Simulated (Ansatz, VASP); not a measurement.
# Be2Sn: VASP beside Ansatz, part 3 of 3

One calculation is typed for both programs; each brings its own data sets. How far apart do they land? The cell is generated by rule, not measured, and may not be a known phase. The cell is taken from a series of runs on this material, whose earlier steps may have relaxed, scaled, displaced or heated it; both programs get it as it stands.

VASP 6.6.1 and Ansatz 0.2.0.

So far: Ansatz: relaxation of cell and atoms, PBEsol, pair 1; VASP: relaxation of cell and atoms, PBEsol, pair 1; Comparison; VASP: relaxation of cell and atoms, PBEsol, pair 2; Ansatz: relaxation of cell and atoms, PBEsol, pair 2; Side by side.

## (8) Ansatz: relaxation of cell and atoms, PBEsol, pair 3

Level of this step: Ansatz beside VASP: Kohn-Sham DFT, plane waves, PBEsol (Ansatz).

The relaxed volume is the usual yardstick between codes: in a stiff, nearly cubic crystal its relative difference is about their pressure difference at one cell divided by the bulk modulus. Its start cell is another than that of the pair before, and may be another structure of the material.

The cell is taken from a series of runs on this material, whose earlier steps may have relaxed, scaled, displaced or heated it; both programs get it as it stands.

input.yaml

```yaml
crystal:
  lattice:
    - [2.9858468101, -3.026711564, 0.0]
    - [2.9858468101, 3.026711564, 0.0]
    - [0.0, 0.0, 5.0945363179]
  atoms:
    - { symbol: Sn, position: [0.3115594681, 0.6884405319, 0.25] }
    - { symbol: Sn, position: [0.6884405319, 0.3115594681, 0.75] }
    - { symbol: Be, position: [0.1863466266, 0.1863466266, 0.5] }
    - { symbol: Be, position: [0.8136533734, 0.8136533734, 0.0] }
    - { symbol: Be, position: [0.1863466266, 0.1863466266, 0.0] }
    - { symbol: Be, position: [0.8136533734, 0.8136533734, 0.5] }
kpoints:
  mp_grid: { grid: [8, 8, 6] }
hamiltonian:
  xc: pbesol
scf:
  occupations: { method: methfessel_paxton, width: 0.15 }
output:
  forces: true
  stress: true
  eigenvalues: true
relax:
  adjacent_minimum: "off"
  f_tol: 0.001
  max_steps: 60
  cell: { stress_tol: 0.01 }
```

Run with:

```sh
$ ansatz run input.yaml --threads 4 --pin off --max-ram 7168MiB --backend cpu --events-out ev --progress --plain --runs-dir out
```

Numbers of over 12 decimals in the logs are rounded to 6 here.

Output:

```text
[...]
Crystal: 6 atoms, lattice volume = 92.082 Å³
Basis set: ecut = 420 eV, 1771 PW (Γ), exchange–correlation on 60×60×72 points (8 copies of the dense FFT grid, shifted against one another)
Bands: 24, of which v1, the nominal top of the filled ones, is band 18 counted from 1 (17 counted from 0)
Symmetry: 8 space group operations
[...]
k-points: 84 of 384
[...]
cell:  # Å, volume = 92.0725 Å³
    - [2.986105, -3.027558, 0.0]
    - [2.986105, 3.027558, 0.0]
    - [0.0, 0.0, 5.092161]
  atoms:
    - { symbol: Sn, position: [0.311534, 0.688466, 0.25] }
    - { symbol: Sn, position: [0.688466, 0.311534, 0.750000] }
    - { symbol: Be, position: [0.186343, 0.186343, 0.5] }
    - { symbol: Be, position: [0.813657, 0.813657, 0] }
    - { symbol: Be, position: [0.186343, 0.186343, 0] }
    - { symbol: Be, position: [0.813657, 0.813657, 0.5] }
[key lines of the parts left out:]
SCF converged after 8 iterations
Free energy (F): -12258.274833 eV
Fermi energy:    9.055351 eV
P = ⅓ Tr σ = 0.0026 GPa (0.026 kbar)
```

## (9) VASP: relaxation of cell and atoms, PBEsol, pair 3

The same cell, functional, mesh and smearing now go to VASP, with its own data sets.

INCAR

```
SYSTEM = Be2Sn
PREC = Accurate
ENCUT = 600
EDIFF = 1E-07
NELM = 120
ISMEAR = 1
SIGMA = 0.15
LREAL = .FALSE.
ALGO = Normal
GGA = PS
NBANDS = 24
LORBIT = 11
LWAVE = .FALSE.
LCHARG = .FALSE.
ISIF = 3
IBRION = 2
NSW = 80
EDIFFG = -0.005
LASPH = .TRUE.
GGA_COMPAT = .FALSE.
NELMIN = 4
KPAR = 2
```

POSCAR

```
Be2Sn
1.0
    2.9858470000     -3.0267120000      0.0000000000
    2.9858470000      3.0267120000      0.0000000000
    0.0000000000      0.0000000000      5.0945360000
Sn Be
2 4
Direct
    0.3115595405      0.6884404595      0.2500000000
    0.6884404595      0.3115595405      0.7500000000
    0.1863466212      0.1863466212      0.5000000000
    0.8136533788      0.8136533788      0.0000000000
    0.1863466212      0.1863466212      0.0000000000
    0.8136533788      0.8136533788      0.5000000000
```

KPOINTS

```
Automatic mesh
0
Gamma
8 8 6
0 0 0
```

PAW data sets: Sn_d and Be (PBE family, release 64).

Run with:

```sh
$ mpirun -np 2 vasp_std
```

Output:

```text
[... set-up lines as in an earlier step ...]
 entering main loop
       N       E                     dE             d eps       ncg     rms          rms(c)
DAV:   1     0.278098478367E+03    0.27810E+03   -0.19209E+04  4064   0.214E+03
DAV:   2     0.851314223245E+01   -0.26959E+03   -0.26452E+03  4032   0.502E+02
DAV:   3    -0.213340753010E+02   -0.29847E+02   -0.29502E+02  5192   0.149E+02
DAV:   4    -0.222417044595E+02   -0.90763E+00   -0.90644E+00  4896   0.294E+01
[...]
DAV:  12    -0.218376700964E+02    0.62673E-06   -0.20565E-06  5112   0.110E-02    0.154E-03
DAV:  13    -0.218376699432E+02    0.15325E-06   -0.17710E-07  4120   0.326E-03    0.385E-04
DAV:  14    -0.218376699503E+02   -0.71664E-08   -0.12627E-08  3032   0.109E-03
   1 F= -.21837670E+02 E0= -.21838255E+02  d E =-.218377E+02
[...]
N       E                     dE             d eps       ncg     rms          rms(c)
DAV:   1    -0.218380274915E+02   -0.35755E-03   -0.70772E-03  5152   0.122E+00    0.954E-02
DAV:   2    -0.218377637390E+02    0.26375E-03   -0.57243E-04  4928   0.357E-01    0.432E-02
DAV:   3    -0.218377043891E+02    0.59350E-04   -0.17407E-04  5328   0.185E-01    0.841E-03
DAV:   4    -0.218376980571E+02    0.63320E-05   -0.16895E-05  4880   0.387E-02    0.258E-03
DAV:   5    -0.218376977563E+02    0.30081E-06   -0.11983E-06  5472   0.121E-02    0.148E-03
DAV:   6    -0.218376972318E+02    0.52442E-06   -0.17974E-07  2792   0.562E-03    0.449E-04
DAV:   7    -0.218376971305E+02    0.10135E-06   -0.40994E-08  2448   0.249E-03    0.188E-04
DAV:   8    -0.218376971476E+02   -0.17098E-07   -0.14780E-08  2312   0.175E-03
   2 F= -.21837697E+02 E0= -.21838283E+02  d E =-.271973E-04
 trial-energy change:   -0.000027  1 .order   -0.000030   -0.000060    0.000001
 step:   0.9763(harm=  0.9819)  dis= 0.00035  next Energy=   -21.837697 (dE=-0.272E-04)
 reached required accuracy - stopping structural energy minimisation
```

Parts of OUTCAR (step 9):

```text
  Total       -0.0057241     -0.0057130     -0.0066464      0.0000000     -0.0000000      0.0000000
  in kB       -0.0994974     -0.0993038     -0.1155288      0.0000000     -0.0000000      0.0000000
  external PRESSURE =      -0.1047767 kB  Pullay stress =       0.0000000 kB

 POSITION                                       TOTAL-FORCE (eV/Angst)
 -----------------------------------------------------------------------------------
      2.98742      1.14099      1.27386         0.000000      0.003045     -0.000000
      2.98742     -1.14099      3.82159         0.000000     -0.003045      0.000000
      1.11375     -0.00000      2.54773         0.003549     -0.000000     -0.000000
      4.86109     -0.00000      0.00000        -0.003549      0.000000     -0.000000
      1.11375     -0.00000      0.00000         0.003549     -0.000000      0.000000
      4.86109     -0.00000      2.54773        -0.003549      0.000000      0.000000
 -----------------------------------------------------------------------------------
    total drift:                               -0.000000     -0.000000      0.000000

  FREE ENERGIE OF THE ION-ELECTRON SYSTEM (eV)
  ---------------------------------------------------
  free  energy   TOTEN  =       -21.8376971476 eV

  energy  without entropy=      -21.8394532351  energy(sigma->0) =      -21.83828251

[... 1 part as in an earlier step ...]

[... 3 further parts left out ...]
[key lines of the parts left out:]
E-fermi :   7.0571
```

## (10) Differences

Both answers:

| quantity | Ansatz | VASP | difference |
| --- | --- | --- | --- |
| volume (Å³) | 92.07 | 92.17 | -0.11 % |
| edge a after relaxation, in the typed setting (Å) | 4.252 | 4.253 | -0.02 % |
| edge c after relaxation, in the typed setting (Å) | 5.092 | 5.096 | -0.06 % |

## (11) Outcome

```
difference in volume (relaxation of cell and atoms, PBEsol, pair 1) : -0.11 %
difference in volume (relaxation of cell and atoms, PBEsol, pair 2) : -0.12 %
difference in volume (relaxation of cell and atoms, PBEsol, pair 3) : -0.11 %
```

What this shows: The difference in volume is -0.12 % (relaxation of cell and atoms, PBEsol, pair 2), within the 1.2 % picked in this series as the mark of a large difference, as far as the stopping tolerances let one tell. 4 further runs of this series are not shown here. How closely two codes agree says nothing of how well the functional describes the real material.

[Lines on the potential files, build, host, timing and source positions are cut from VASP's logs without a mark.]

[Logs are printed without paths, hosts, clocks, repeated set-up lines and the standing remarks that a program may print on its own settings, such as how far it seeks lower states.]

[Hosts, paths, dates, database ids (printed as entryN), source tags and the programs' standing remarks are cut or masked in the printed files.]
